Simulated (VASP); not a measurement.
Input for VASP

**POSCAR**
```
Ca
1
    0.0000000000     2.7900000000     2.7900000000
    2.7900000000     0.0000000000     2.7900000000
    2.7900000000     2.7900000000     0.0000000000
Ca
1
Direct
  0.0000000000   0.0000000000   0.0000000000
```

File KPOINTS:
```
Automatic mesh
0
Gamma
9 9 9
0 0 0
```

### INCAR
```
SYSTEM = Ca
PREC = Accurate
ENCUT = 180
EDIFF = 1E-6
NELM = 100
ALGO = Normal
LREAL = .FALSE.
LASPH = .TRUE.
ISMEAR = 1
SIGMA = 0.1
GGA = PE
LWAVE = .FALSE.
LCHARG = .FALSE.
ISIF = 3
IBRION = 2
NSW = 40
EDIFFG = -0.01
```

POTCAR, in this order: Ca_sv (PBE.64 set). Program: vasp_std.

The resulting files:

standard output:
```
...
DAV:   1     0.151832031089E+02    0.15183E+02   -0.33915E+03   815   0.482E+02
DAV:   2    -0.191944013097E+01   -0.17103E+02   -0.17031E+02   690   0.114E+02
DAV:   3    -0.217410501765E+01   -0.25466E+00   -0.25267E+00  1105   0.113E+01
DAV:   4    -0.217529919903E+01   -0.11942E-02   -0.11927E-02   796   0.671E-01
DAV:   5    -0.217531552705E+01   -0.16328E-04   -0.16326E-04  1089   0.480E-02    0.311E+00
DAV:   6    -0.214961890659E+01    0.25697E-01   -0.65354E-03   716   0.724E-01    0.183E+00
DAV:   7    -0.215814358668E+01   -0.85247E-02   -0.84656E-03   671   0.753E-01    0.687E-02
DAV:   8    -0.215844956526E+01   -0.30598E-03   -0.13139E-03   778   0.308E-01    0.361E-02
DAV:   9    -0.215851079356E+01   -0.61228E-04   -0.11792E-04   960   0.682E-02    0.172E-02
DAV:  10    -0.215851795936E+01   -0.71658E-05   -0.28920E-05   989   0.534E-02    0.854E-03
DAV:  11    -0.215851492252E+01    0.30368E-05   -0.12310E-06   736   0.113E-02    0.138E-03
DAV:  12    -0.215851483544E+01    0.87083E-07   -0.51756E-08   411   0.199E-03
   1 F= -.21585148E+01 E0= -.21582698E+01  d E =-.215851E+01
 curvature:   0.00 expect dE= 0.000E+00 dE for cont linesearch  0.000E+00
 trial: gam= 0.00000 g(F)=  0.147E-64 g(S)=  0.805E+00 ort = 0.000E+00 (trialstep = 0.100E+01)
 search vector abs. value=  0.805E+00
 bond charge predicted
       N       E                     dE             d eps       ncg     rms          rms(c)
DAV:   1    -0.127105486400E+02   -0.10552E+02   -0.27664E+02   631   0.176E+02    0.201E+01
DAV:   2    -0.337421117228E+01    0.93363E+01   -0.18774E+01   631   0.504E+01    0.850E+00
DAV:   3    -0.197712528469E+01    0.13971E+01   -0.10015E+01   909   0.297E+01    0.940E-01
DAV:   4    -0.210500338621E+01   -0.12788E+00   -0.17933E-01   907   0.385E+00    0.466E-01
DAV:   5    -0.222789674813E+01   -0.12289E+00   -0.30507E-01   842   0.149E+00    0.622E-01
DAV:   6    -0.222773509808E+01    0.16165E-03   -0.10319E-02   987   0.648E-01    0.636E-02
DAV:   7    -0.222946153404E+01   -0.17264E-02   -0.44388E-03   921   0.267E-01    0.451E-02
DAV:   8    -0.222940238144E+01    0.59153E-04   -0.57394E-04   893   0.674E-02    0.142E-02
DAV:   9    -0.222940050802E+01    0.18734E-05   -0.10865E-05   896   0.220E-02    0.303E-03
DAV:  10    -0.222939980118E+01    0.70684E-06   -0.33457E-07   395   0.422E-03
   2 F= -.22293998E+01 E0= -.22295533E+01  d E =-.708850E-01
 trial-energy change:   -0.070885  1 .order   -0.137948   -0.804803    0.528906
 step:   0.5282(harm=  0.6034)  dis= 0.00000  next Energy=    -2.361197 (dE=-0.203E+00)
 bond charge predicted
       N       E                     dE             d eps       ncg     rms          rms(c)
DAV:   1    -0.444310465068E+01   -0.22137E+01   -0.69378E+01   638   0.104E+02    0.846E+00
DAV:   2    -0.274765879787E+01    0.16954E+01   -0.66917E+00   694   0.262E+01    0.473E+00
DAV:   3    -0.229420529351E+01    0.45345E+00   -0.37287E+00   839   0.158E+01    0.175E+00
DAV:   4    -0.230744268746E+01   -0.13237E-01   -0.96572E-02   677   0.336E+00    0.761E-01
DAV:   5    -0.235529167121E+01   -0.47849E-01   -0.19421E-01   923   0.205E+00    0.228E-01
DAV:   6    -0.236395717396E+01   -0.86655E-02   -0.12305E-02   944   0.795E-01    0.387E-02
DAV:   7    -0.236399496335E+01   -0.37789E-04   -0.12624E-03   806   0.112E-01    0.317E-02
DAV:   8    -0.236400164079E+01   -0.66774E-05   -0.22456E-05   747   0.342E-02    0.203E-02
DAV:   9    -0.236400503808E+01   -0.33973E-05   -0.13002E-06   623   0.122E-02    0.238E-03
DAV:  10    -0.236400601521E+01   -0.97713E-06   -0.14961E-06   631   0.974E-03
   3 F= -.23640060E+01 E0= -.23630866E+01  d E =-.205491E+00
 curvature:  -0.29 expect dE=-0.122E-03 dE for cont linesearch -0.122E-03
 ZBRENT: interpolating
 opt :   0.5441  next Energy=    -2.364151 (dE=-0.206E+00)
 bond charge predicted
       N       E                     dE             d eps       ncg     rms          rms(c)
DAV:   1    -0.236654511644E+01   -0.25401E-02   -0.72807E-02   632   0.318E+00    0.298E-01
DAV:   2    -0.236449042281E+01    0.20547E-02   -0.52144E-03   639   0.821E-01    0.138E-01
DAV:   3    -0.236406823794E+01    0.42218E-03   -0.31838E-03   847   0.492E-01    0.364E-02
DAV:   4    -0.236410149177E+01   -0.33254E-04   -0.92266E-05   720   0.950E-02    0.187E-02
DAV:   5    -0.236416040989E+01   -0.58918E-04   -0.12563E-04   842   0.324E-02    0.104E-02
DAV:   6    -0.236416122048E+01   -0.81059E-06   -0.23503E-06   676   0.169E-02
   4 F= -.23641612E+01 E0= -.23633161E+01  d E =-.205646E+00
 curvature:  -0.35 expect dE=-0.155E-06 dE for cont linesearch -0.155E-06
 trial: gam= 0.00000 g(F)=  0.429E-63 g(S)=  0.447E-06 ort =-0.600E-03 (trialstep = 0.909E+00)
 search vector abs. value=  0.447E-06
 reached required accuracy - stopping structural energy minimisation
```

**OUTCAR**
```
------------------------ aborting loop because EDIFF is reached ----------------------------------------
  FORCE on cell =-STRESS in cart. coord.  units (eV):
  Direction    XX          YY          ZZ          XY          YZ          ZX
  --------------------------------------------------------------------------------------
  Total        0.0017571      0.0017571      0.0017571     -0.0000000     -0.0000000     -0.0000000
  in kB        0.0785084      0.0785084      0.0785084     -0.0000000     -0.0000000     -0.0000000
  external PRESSURE =       0.0785084 kB  Pullay stress =       0.0000000 kB
  volume of cell :       35.86
      direct lattice vectors                 reciprocal lattice vectors
     0.000000000  2.617310681  2.617310681    -0.191035785  0.191035785  0.191035785
     2.617310681  0.000000000  2.617310681     0.191035785 -0.191035785  0.191035785
     2.617310681  2.617310681  0.000000000     0.191035785  0.191035785 -0.191035785
 POSITION                                       TOTAL-FORCE (eV/Angst)
 -----------------------------------------------------------------------------------
      0.00000      0.00000      0.00000        -0.000000     -0.000000     -0.000000
 -----------------------------------------------------------------------------------
    total drift:                               -0.000000     -0.000000     -0.000000
  FREE ENERGIE OF THE ION-ELECTRON SYSTEM (eV)
  ---------------------------------------------------
  free  energy   TOTEN  =        -2.3641612205 eV

  energy  without entropy=       -2.3616259225  energy(sigma->0) =       -2.36331612

 reached required accuracy - stopping structural energy minimisation
```
(Selected blocks of OUTCAR.)

### Question
From input and log, find the fault in this run and mend it.

### Answer
The cause: ENCUT is too low for a cell relaxation, so Pulay stress biases the volume. The run ends without an error. Against the sound run, the energy per atom (σ→0) drops by 0.437 eV/atom; the pressure decreases by 0.01 GPa; the volume falls by 15 %. To mend it, set ENCUT = 400.

The mended run (PBE GGA, plane waves, VASP's PBE PAW potentials (set 64)) converges, and its OSZICAR ends with
```
   3 F= -.19272221E+01 E0= -.19267058E+01  d E =-.142755E-02
```

The compound is Ca in the fcc structure.
